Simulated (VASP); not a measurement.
Calculation: HSE06 screened hybrid, VASP's PBE PAW potentials (set 64) (plane waves; VASP).

VASP ran on this input.

File KPOINTS:
```
Automatic mesh
0
Gamma
9 9 9
0 0 0
```

### INCAR
```
SYSTEM = MgO
PREC = Accurate
ENCUT = 400
EDIFF = 1E-6
NELM = 100
ALGO = Normal
LREAL = .FALSE.
LASPH = .TRUE.
ISMEAR = 0
SIGMA = 0.01
GGA = PE
HFSCREEN = 0.2
AEXX = 0.25
LHFCALC = .TRUE.
PRECFOCK = Fast
ISYM = 3
LWAVE = .FALSE.
LCHARG = .FALSE.
ISIF = 2
```

### POSCAR
```
MgO
2.9851790
  0.0000000000   0.7071066760   0.7071066760
  0.7071066760   0.0000000000   0.7071066760
  0.7071066760   0.7071066760   0.0000000000
Mg O
1 1
Direct
  0.0000000000   0.0000000000   0.0000000000
  0.5000000000   0.5000000000   0.5000000000
```

POTCAR, in this order: Mg O (PBE.64 set). Program: vasp_std.

The resulting files:

### OSZICAR
```
       N       E                     dE             d eps       ncg     rms          rms(c)
DAV:   1    -0.134556197371E+03   -0.13456E+03   -0.42323E+03   712   0.707E+02
DAV:   2    -0.151728783546E+03   -0.17173E+02   -0.16969E+02   688   0.111E+02
DAV:   3    -0.151941452739E+03   -0.21267E+00   -0.21267E+00   704   0.130E+01
DAV:   4    -0.151941779007E+03   -0.32627E-03   -0.32627E-03   752   0.502E-01
DAV:   5    -0.161483016352E+02    0.13579E+03   -0.12864E+00   584   0.113E+01    0.767E+00
DAV:   6    -0.140842619528E+02    0.20640E+01   -0.98171E+00   560   0.236E+01    0.228E+00
DAV:   7    -0.143031494587E+02   -0.21889E+00   -0.82157E-01   584   0.629E+00    0.215E+00
DAV:   8    -0.142662119052E+02    0.36938E-01   -0.44786E-02   576   0.215E+00    0.106E+00
DAV:   9    -0.142602059585E+02    0.60059E-02   -0.32364E-02   576   0.170E+00    0.469E-01
DAV:  10    -0.142589348298E+02    0.12711E-02   -0.84700E-04   648   0.428E-01    0.273E-01
DAV:  11    -0.142582683311E+02    0.66650E-03   -0.83862E-04   640   0.240E-01    0.174E-01
DAV:  12    -0.142581309127E+02    0.13742E-03   -0.20876E-04   696   0.147E-01    0.111E-01
DAV:  13    -0.142580915356E+02    0.39377E-04   -0.39907E-05   672   0.931E-02    0.666E-02
DAV:  14    -0.142580821614E+02    0.93742E-05   -0.17487E-05   648   0.626E-02    0.393E-02
DAV:  15    -0.142580809227E+02    0.12387E-05   -0.61849E-06   672   0.358E-02    0.239E-02
DAV:  16    -0.142580814453E+02   -0.52265E-06   -0.26008E-06   640   0.219E-02
   1 F= -.14258081E+02 E0= -.14258081E+02  d E =-.115209E-30
```

OUTCAR:
```
------------------------ aborting loop because EDIFF is reached ----------------------------------------
  FORCE on cell =-STRESS in cart. coord.  units (eV):
  Direction    XX          YY          ZZ          XY          YZ          ZX
  --------------------------------------------------------------------------------------
  Total       -0.8649494     -0.8649494     -0.8649494     -0.0000000      0.0000000      0.0000000
  in kB      -73.6724874    -73.6724874    -73.6724874     -0.0000000      0.0000000      0.0000000
  external PRESSURE =     -73.6724874 kB  Pullay stress =       0.0000000 kB
  volume of cell :       18.81
      direct lattice vectors                 reciprocal lattice vectors
     0.000000000  2.110840000  2.110840000    -0.236872525  0.236872525  0.236872525
     2.110840000  0.000000000  2.110840000     0.236872525 -0.236872525  0.236872525
     2.110840000  2.110840000  0.000000000     0.236872525  0.236872525 -0.236872525
  FREE ENERGIE OF THE ION-ELECTRON SYSTEM (eV)
  ---------------------------------------------------
  free  energy   TOTEN  =       -14.2580814453 eV

  energy  without entropy=      -14.2580814453  energy(sigma->0) =      -14.25808145

  exchange ACFDT corr.  =         0.00000000  see jH, gK, PRB 81, 115126
```
(Selected blocks of OUTCAR.)

At this cut-off the stress carries a Pulay error, which pulls relaxed volumes low.

The structure comes from a computed database's MgO entry; how it stands against other phases isn't given here. The cell was not relaxed at this level.
